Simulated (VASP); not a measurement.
Input:

```
MoTe2
1.0
    0.00000     3.35363     3.35363
    3.35363     0.00000     3.35363
    3.35363     3.35363     0.00000
Mo Te
1 2
Direct
  0.00000   0.00000   0.00000
  0.25000   0.25000   0.25000
  0.75000   0.75000   0.75000
```

Computed with PBE GGA, VASP's PBE PAW potentials (set 64) (plane waves; VASP). Run with EDIFF = 1E-3, 400 eV cut-off, 5×5×5 Γ-centred mesh, Gaussian smearing of 0.050 eV, potentials Mo_sv Te.

Question: Give the stress tensor in GPa (positive for a compressed cell).

Answer: 
```
-2.01   0.00   0.00
 0.00  -2.01   0.00
 0.00   0.00  -2.01
```
The pressure is its mean diagonal, -2.01 GPa.

The structure was generated: Te2Mo was put into the fluorite type (Fm-3m), which need not be its known phase. The cell was not relaxed at this level. The k-mesh is coarse (spacing up to 0.32 per Å, 2π included), so the numbers may not be converged in it. The run is one of a series of settings (EDIFF = 1E-3 against the base run), some of them coarse on purpose.
